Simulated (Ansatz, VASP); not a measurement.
**Ir (free-standing square Ir monolayer, spacing 3.069 A): VASP beside Ansatz**

Wanted: the spread between two codes on one cell, functional and k mesh.

Main program and level: Ansatz 0.2.0; plane waves, with VASP 6.6.1 beside it; single point at PBE, DFT+U.

In doubt: warnings of the run leave room for a lower electronic state, so energies may not be the lowest and differences between runs may mislead.

### Step 1. Set-up

The cell holds 4 atoms: 4 Ir. Its edges and angles: a = 6.138 Å, b = 6.138 Å, c = 14.000 Å, α = 90.0°, β = 90.0°, γ = 90.0°. It derives from Ir (free-standing square Ir monolayer, spacing 3.069 A), repeated 2×2×1. As first built, before any earlier steps moved the atoms: model lattice. Vacuum lies along c.

### Step 2. Ansatz: single point, PBE, DFT+U

Ansatz runs on its default PAW (the set named soft_2) files.

With cell and atoms fixed, the geometry can't cause a difference; cores, projectors, grids and the points listed under the comparison can.

The input, input.yaml:

```yaml
crystal:
  lattice:
    - [6.138, 0.0, 0.0]
    - [0.0, 6.138, 0.0]
    - [0.0, 0.0, 14.0]
  atoms:
    - { symbol: Ir, position: [0.0, 0.0, 0.5], spin: 0.6 }
    - { symbol: Ir, position: [0.0, 0.5, 0.5], spin: 0.6 }
    - { symbol: Ir, position: [0.5, 0.0, 0.5], spin: 0.6 }
    - { symbol: Ir, position: [0.5, 0.5, 0.5], spin: -0.6 }
hamiltonian:
  xc: pbe
  pseudopotentials: { kind: paw }
  hubbard: { sites: [{ species: Ir, l: d, u_eff: 2.0 }] }
magnetization:
  spin_polarized: true
kpoints:
  mp_grid: { grid: [4, 4, 1] }
scf:
  occupations: { method: gaussian, width: 0.05 }
  n_extra_bands: 8
output:
  forces: true
  eigenvalues: true
```

Command:

```
> ansatz run input.yaml --threads 2 --pin off --max-ram 4608MiB --backend cpu --events-out ev --progress --plain --runs-dir out
```

Numbers of over 12 decimals in the logs are rounded to 6 here.

The program printed:

```text
Warning: the band count 42 (scf.n_extra_bands) hosts the net moment |M| = 1.2000 μB (N_el = 68) but caps the reachable moment at 2·n_bands − N_el = 16.0000 μB, below the 43 bands that the automatic rule leaves for it — a moment growing past the seed, or the majority channel's smearing tail, pins there with fewer empty majority states than that count leaves; raise or omit scf.n_extra_bands unless the cap is intended
Ir: projections on atomic orbitals take those of the free atom [Kr 4d10 4f14] 5s2 5p6 5d7 6s2, of charge +0.00 (hamiltonian.pseudopotentials.projection_atoms); the dataset's partial waves leave at most 8.4e-5 of an orbital's norm unspanned inside its sphere
scf.n_extra_bands = 8 over 34 filled bands (N_el = 68.0): the run solves 42 bands
Engine: ansatz 0.2.0, aarch64-unknown-linux-gnu
Pseudopotentials: kind: paw
Pseudopotential: Ir, paw, valence charge 17, recommended cutoff 420 eV (normal), Ir.paw.azcp
Functional definition: PBE
  parameter kappa = 0.804
  parameter beta = 0.066725
  exchange = pbe_x(kappa = kappa, mu = beta*pi^2/3)
  correlation = pbe_c(beta = beta)
Crystal: 4 atoms, lattice volume = 527.451 Å³
Basis set: ecut = 420 eV, 10307 PW (Γ), exchange–correlation on 90×90×192 points (8 copies of the dense FFT grid, shifted against one another)
Bands: 42, of which v1, the nominal top of the filled ones, is band 34 counted from 1 (33 counted from 0)
Symmetry: 16 space group operations
Space group: P4/mmm (ITA 123), of the structure as read, at distance tolerance 8.1e-5 Å
Magnetic group: BNS 123.339 (UNI 999), of the structure as read, at distance tolerance 8.1e-5 Å
k-points: 6 of 16
Non-local potential: Ir, projectors of the file, l = 0: 3, l = 1: 2, l = 2: 2, l = 3: 1
PAW form: soft (Blöchl's): semilocal exchange-correlation on the pseudo side does not see the compensation charge
PAW one-centre angular grid: Ir, 590 points (default); XC on 64 Gauss nodes
Initial density: superposition of atomic densities (neutral atoms: chi_scale 0, normalization atom)
Starting moments: Σ|m| = 2.4 μB on 4 of 4 sites
Initial wavefunctions: pseudopotential atomic-orbital guess
Functional: x = pbe(κ = 0.804, μ = 0.219515), c = pbe(β = 0.066725)
iter 1 solved again at ethr=2.76e-3 eV; its pass at ethr=3.10e-3 eV (dr2=1.88e0 eV) is discarded
SCF iter   1: F=—  HF=-47716.961725 eV  |F-HF|=—  |Δ(HF+E_count)|=         —  Δρ=1.63e-2 (↑1.63e-2 ↓1.02e-2)  dr2=1.85e0  dr2_m=4.83e-1  M=2.927 μB ∫|m|=4.188 μB  β_m=1.00  ethr=2.76e-3  ⟨swp⟩=1.0  Hψ=2424  notcnv=0
preconditioner: auto → none  [metal: Δε(μ)=0.012 eV  Ē_g=3.114 eV  σ=0.050 eV  W_gap=0.14  n_scr=56 (ndim 8)  ℏωp=9.7 eV  f_vac=0.689  D(μ)=22.89/eV (n_scr^D=192)  sad-step TF]
SCF iter   2: F=—  HF=-47717.408928 eV  |F-HF|=—  |Δ(HF+E_count)|=   4.47e-1  Δρ=9.00e-3 (↑9.00e-3 ↓6.09e-3)  dr2=9.08e-1  dr2_m=1.32e-1  M=3.930 μB ∫|m|=5.068 μB  β_m=0.30  ethr=2.73e-3  ⟨swp⟩=2.2  Hψ=661  notcnv=0
SCF iter   3: F=—  HF=-47719.360166 eV  |F-HF|=—  |Δ(HF+E_count)|=    1.95e0  Δρ=4.26e-2 (↑4.26e-2 ↓3.23e-2)  dr2=8.04e1  dr2_m=1.13e0  M=-0.055 μB ∫|m|=4.233 μB  β_m=0.30  ethr=1.34e-3  ⟨swp⟩=2.5  Hψ=853  notcnv=0  defer=19
SCF iter   4: F=—  HF=-47717.733413 eV  |F-HF|=—  |Δ(HF+E_count)|=    1.63e0  Δρ=2.66e-2 (↑2.66e-2 ↓1.07e-2)  dr2=1.20e1  dr2_m=9.45e-1  M=0.432 μB ∫|m|=5.799 μB  β_m=0.30  ethr=1.34e-3  ⟨swp⟩=2.2  Hψ=815  notcnv=0  defer=26
SCF iter   5: F=—  HF=-47718.291130 eV  |F-HF|=—  |Δ(HF+E_count)|=   5.58e-1  Δρ=2.92e-2 (↑2.92e-2 ↓1.49e-2)  dr2=2.06e1  dr2_m=1.04e0  M=-0.285 μB ∫|m|=6.185 μB  β_m=0.30  ethr=1.34e-3  ⟨swp⟩=2.1  Hψ=739  notcnv=0  defer=19
SCF iter   6: F=—  HF=-47718.239141 eV  |F-HF|=—  |Δ(HF+E_count)|=   5.20e-2  Δρ=2.77e-2 (↑2.77e-2 ↓1.34e-2)  dr2=1.67e1  dr2_m=9.50e-1  M=-1.062 μB ∫|m|=6.278 μB  β_m=0.30  ethr=1.34e-3  ⟨swp⟩=2.2  Hψ=707  notcnv=0  defer=19
SCF iter   7: F=—  HF=-47717.646759 eV  |F-HF|=—  |Δ(HF+E_count)|=   5.92e-1  Δρ=1.28e-2 (↑1.28e-2 ↓1.26e-2)  dr2=3.39e0  dr2_m=3.88e-1  M=2.410 μB ∫|m|=6.010 μB  β_m=0.30  ethr=1.34e-3  ⟨swp⟩=2.3  Hψ=822  notcnv=0  defer=26
SCF iter   8: F=—  HF=-47722.379334 eV  |F-HF|=—  |Δ(HF+E_count)|=    4.73e0  Δρ=4.10e-2 (↑4.10e-2 ↓3.64e-2)  dr2=5.59e1  dr2_m=2.83e0  M=6.685 μB ∫|m|=7.012 μB  β_m=0.30  ethr=1.34e-3  ⟨swp⟩=3.5  Hψ=1053  notcnv=0  defer=15
SCF iter   9: F=—  HF=-47719.793944 eV  |F-HF|=—  |Δ(HF+E_count)|=    2.59e0  Δρ=2.95e-2 (↑2.95e-2 ↓2.71e-2)  dr2=2.78e1  dr2_m=1.58e0  M=6.994 μB ∫|m|=7.215 μB  β_m=0.30  ethr=1.34e-3  ⟨swp⟩=2.8  Hψ=1026  notcnv=0  defer=22
[...]
spin-set hold released at iteration 12 (site moments contracting): the magnetisation degrees of freedom join the quasi-Newton model from the next iteration; the mixer history was flushed
[...]
SCF 1 converged in 41 iterations: F = -47720.374009 eV  dr2 = 4.19e-8
  greatest PAW one-centre occupation: 1.003 electrons in one spin orbital (limit 2), on the Ir atom at site 2 (counted from 0), in its partial waves of l = 1
Symmetry: 4 space group operations
k-points: 9 of 16
Initial density: read from a saved state, or passed on in memory by an earlier SCF of this step, an earlier step, the calling program or the single point that the run made first
[...]
preconditioner: auto → none  [metal: Δε(μ)=0.039 eV  Ē_g=4.128 eV  σ=0.050 eV  W_gap=0.41  n_scr=56 (ndim 8)  ℏωp=9.7 eV  f_vac=0.700  D(μ)=4.46/eV (n_scr^D=16)]
[...]
this SCF's setup event announced max_iter 4: a cap that the engine derives, which gives way to 144 iterations because this look along open shells stands lower than the state that it set out from. From here on the SCF can send more iterations than it announced.
[...]
SCF iter   8: F=—  HF=-47720.564781 eV  |F-HF|=—  |Δ(HF+E_count)|=   3.72e-4  Δρ=4.32e-5 (↑4.32e-5 ↓3.56e-5)  dr2=1.79e-5  dr2_m=3.49e-6  M=4.971 μB ∫|m|=8.814 μB  ethr=4.34e-8  ⟨swp⟩=1.0  Hψ=2836  notcnv=0
SCF iter   9: F=—  HF=-47720.564962 eV  |F-HF|=—  |Δ(HF+E_count)|=   1.81e-4  Δρ=2.89e-5 (↑2.89e-5 ↓2.11e-5)  dr2=4.34e-6  dr2_m=1.80e-6  M=4.971 μB ∫|m|=8.814 μB  ethr=3.31e-8  ⟨swp⟩=1.0  Hψ=2894  notcnv=0
SCF iter  10: F=—  HF=-47720.565016 eV  |F-HF|=—  |Δ(HF+E_count)|=   5.34e-5  Δρ=1.43e-5 (↑1.43e-5 ↓1.05e-5)  dr2=1.84e-6  dr2_m=3.05e-7  M=4.971 μB ∫|m|=8.813 μB  ethr=9.60e-9  ⟨swp⟩=1.0  Hψ=2695  notcnv=0
SCF iter  11: F=—  HF=-47720.565026 eV  |F-HF|=—  |Δ(HF+E_count)|=   1.03e-5  Δρ=6.31e-6 (↑6.31e-6 ↓5.03e-6)  dr2=3.94e-7  dr2_m=6.80e-8  M=4.971 μB ∫|m|=8.813 μB  ethr=3.34e-9  ⟨swp⟩=1.0  Hψ=2450  notcnv=0
SCF iter  12: F=—  HF=-47720.565027 eV  |F-HF|=—  |Δ(HF+E_count)|=   1.07e-6  Δρ=2.22e-6 (↑2.22e-6 ↓1.97e-6)  dr2=6.33e-8  dr2_m=7.98e-9  M=4.971 μB ∫|m|=8.813 μB  ethr=1.47e-10  ⟨swp⟩=1.3  Hψ=2444  notcnv=0
SCF iter  13: F=-47720.565027 eV  HF=-47720.565027 eV  |F-HF|=9.85e-9  |Δ(HF+E_count)|=   1.99e-7  Δρ=1.28e-6 (↑1.28e-6 ↓9.79e-7)  dr2=1.57e-8  dr2_m=3.47e-9  M=4.971 μB ∫|m|=8.813 μB  ethr=1.10e-10  ⟨swp⟩=1.0  Hψ=2459  notcnv=0
SCF iter  14: F=-47720.565027 eV  HF=-47720.565027 eV  |F-HF|=9.76e-9  |Δ(HF+E_count)|=  8.00e-11  Δρ=1.28e-6 (↑1.28e-6 ↓9.81e-7)  dr2=1.56e-8  dr2_m=3.48e-9  M=4.971 μB ∫|m|=8.813 μB  ethr=2.31e-11  ⟨swp⟩=1.0  Hψ=2897  notcnv=0
SCF 4 converged in 14 iterations: F = -47720.565027 eV  dr2 = 1.56e-8
  greatest PAW one-centre occupation: 1.003 electrons in one spin orbital (limit 2), on the Ir atom at site 0 (counted from 0), in its partial waves of l = 1
iter 1 solved again at ethr=2.31e-11 eV; its pass at ethr=3.10e-3 eV (dr2=1.57e-8 eV) is discarded
SCF iter   1: F=—  HF=-47720.565027 eV  |F-HF|=—  |Δ(HF+E_count)|=         —  Δρ=1.28e-6 (↑1.28e-6 ↓9.81e-7)  dr2=1.56e-8  dr2_m=3.48e-9  M=4.971 μB ∫|m|=8.813 μB  β_m=0.30  ethr=2.31e-11  ⟨swp⟩=2.0  Hψ=2926  notcnv=0
preconditioner: auto → Resta (q_TF=auto, 1.939 Å⁻¹)  ε∞=6.4  [insulator: Δε(μ)=0.097 eV  Ē_g=4.179 eV  σ=0.050 eV  W_gap=0.82  n_scr=56 (ndim 8)  ℏωp=9.7 eV  f_vac=0.699  D(μ)=1.58/eV (n_scr^D=2)  ε∞_Penn≈6.4  vacuum switching on, ρ_ref=1.3e-3 e/Å³]
spin=Collinear: Resta preconditioning applied to the charge; magnetization (m = ρ↑ − ρ↓) channel mixes plain (no charge-response kernel on spin).
SCF iter   2: F=-47720.565027 eV  HF=-47720.565027 eV  |F-HF|=2.11e-10  |Δ(HF+E_count)|=   1.41e-9  Δρ=8.30e-7 (↑8.30e-7 ↓6.87e-7)  dr2=2.79e-9  dr2_m=2.15e-9  M=4.971 μB ∫|m|=8.813 μB  ethr=2.30e-11  ⟨swp⟩=7.0  Hψ=2091  notcnv=0
SCF 5 converged in 2 iterations: F = -47720.565027 eV  dr2 = 2.79e-9
WARN: an SCF from ferromagnetic starting moments (1.83, 1.71, 1.71, 1.83 Bohr magnetons, atom by atom) was not made, by what the run has read of turns of its moments that order reads lower: the deck asks for what bars it, or types moments that do (magnetization.spin_polarized, in the input reference, names some of the keys), or the run goes by scf.lower_state_search: light, the default, which as a rule tries one only behind a close that has lost an order of both signs, or on which an open d or half-filled 4f shell of a PAW file has lost a moment that was set nearer to Hund's than to what is left; [rest of the remark cut]
SCF converged after 2 iterations
Stability not told: the SCF's own minimisation came to no verdict on its close; the lowest value that the minimisation read is 1.4e-2 (residual 2.7e-2): no lower mode is shown, and none is ruled out
Magnetization: 4.9708 μB (36.4854 up, 31.5146 down)
Absolute magnetization: 8.8136 μB (∫|ρ↑−ρ↓|, with the PAW one-centre terms)
Spin contamination: 1.9265 ħ² per cell (⟨S²⟩ above its minimum at these occupations)
Per-site moments (μB) at R_I (Å): [(2.047514, 1.2659625), (2.004288, 1.2659625), (2.004481, 1.2659625), (-1.701755, 1.2659625)]
Free energy (F): -47720.565027 eV
Harris-Foulkes:  -47720.565027 eV  (|F-HF|=2.11e-10)
Internal energy: -47720.563056 eV  (E = F + TS)
E sigma→0 (E₀):  -47720.564042 eV
Entropy (-TS):   -0.001972 eV (-0.493 meV/atom)
Fermi energy:    -1.991434 eV
--- Per-component energies (eV) ---
  E_band       = -2100.084405
  E_kinetic    = 2465.835307
  E_local      = -27107.506984  (includes V_loc(G=0)·N_el)
  E_nonlocal   = 306.248355
  E_hartree    = 12182.116015
  E_xc         = -1048.541436
  E_vxc        = -1167.446651  (∫ρ·V_xc dr)
  E_hubbard    = 1.843570  (on-site DFT+U / exact-exchange correction)
  E_vhub       = -27.114301  (the Hubbard potential's part of the band-sum identity)
  E_paw        = -36898.360655  (= ΣΔE_a)
  E_vpaw       = -934.338714  (= ΣTr[D̂ρ^β])
  E_aug_tail   = 0.000255  (compensation charges beyond the density's cutoff)
  E_ewald      = 2377.802517
  E_smearing   = -0.001972  (= −TS)
  E_closure    = 0.000000  (closes the sum)
  Σ components = -47720.565027   (vs F -47720.565027, Δ=0.00e0)
--- Forces (eV/Å), atoms counted from 1 ---
  atom   1  Ir     0.00000000     0.00000000     0.00000000
  atom   2  Ir     0.00000000     0.00000000     0.00000000
  atom   3  Ir     0.00000000     0.00000000     0.00000000
  atom   4  Ir     0.00000000     0.00000000     0.00000000
  max |Σ_I F_I| component: 0.00e0 eV/Å
--- Band table (eV; the first three rows and the last of 20) ---
  k-point 0 ↑: bands = [... 30 lower, -3.7648, -3.7082, -3.0180, -3.0035, -1.8369, -0.7248, -0.6506, -0.3677, ... 4 higher]
  k-point 1 ↑: bands = [... 30 lower, -3.8491, -3.7732, -3.2292, -3.0184, -2.7347, -2.3097, -0.8720, -0.7002, ... 4 higher]
  k-point 2 ↑: bands = [... 30 lower, -3.9671, -3.8603, -3.7810, -3.4947, -3.4280, -3.0209, -0.9803, -0.7143, ... 4 higher]
  k-point 9 ↓: bands = [... 30 lower, -3.2754, -2.8715, -2.8623, -2.5542, -1.1956, -1.1015, -1.0939, -0.8769, ... 4 higher]
Occupation matrices written to <dir>
```

The job ended after 15 min (2 threads of Arm Neoverse N1, shared host; peak memory 1.4 GiB; 31 min of CPU time).

[end of part 1 of 2]

[Lines on the potential files, build, host, timing and source positions are cut from VASP's logs without a mark.]

[Logs are printed without paths, hosts, clocks, repeated set-up lines and the standing remarks that a program may print on its own settings, such as how far it seeks lower states.]

[Hosts, paths, dates, database ids (printed as entryN), source tags and the programs' standing remarks are cut or masked in the printed files.]
